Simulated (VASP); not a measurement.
Method: PBEsol GGA, VASP's PBE PAW potentials (set 64) (plane waves; VASP).

Input for VASP

### POSCAR
```
Rh
2.7118860
  0.0000000000   1.0000000105   1.0000000105
  1.0000000105   0.0000000000   1.0000000105
  1.0000000105   1.0000000105   0.0000000000
Rh
2
Cart
  1.5000000157   1.5000000157   1.5000000157
  1.0000000105   1.0000000105   1.0000000105
```

**KPOINTS**
```
Automatic mesh
0
Gamma
13 13 13
0 0 0
```

INCAR:
```
# general
SYSTEM   =  Rh
PREC     =  Accurate
ENCUT    =  400   # plane-wave cut-off (eV)
LREAL    =  .False.
LASPH    =  .True.   # aspherical one-centre terms

# electronic loop
EDIFF    =  1E-7   # SCF stop (eV)
NELM     =  100
ALGO     =  Normal
LMAXMIX  =  4   # l cut-off of mixed one-centre charges

# smearing
ISMEAR   =  -5   # tetrahedra, Bloechl

# functional
GGA      =  PS

# ions
ISIF     =  2   # forces and stress, cell fixed

# output
LWAVE    =  .False.
LCHARG   =  .True.
LORBIT   =  11   # lm-projected
NEDOS    =  601   # DOS grid
```

POTCAR, in this order: Rh_pv (PBE.64 set). Program: vasp_std.

Problem. What will the output report for the number of irreducible k-points (NKPTS), number of bands (NBANDS), largest plane-wave count, number of space-group operations, FFT grid (NGX, NGY, NGZ)?

Solution. 
```
Item                                          Result
--------------------------------------  ------------
number of irreducible k-points (NKPTS)            84
number of bands (NBANDS)                          19
largest plane-wave count                         742
number of space-group operations                  48
FFT grid (NGX, NGY, NGZ)                28 × 28 × 28
```

The structure was generated: Rh was put into the diamond type (Fd-3m), which need not be its known phase. It was relaxed first, which changed the volume by +13 %.
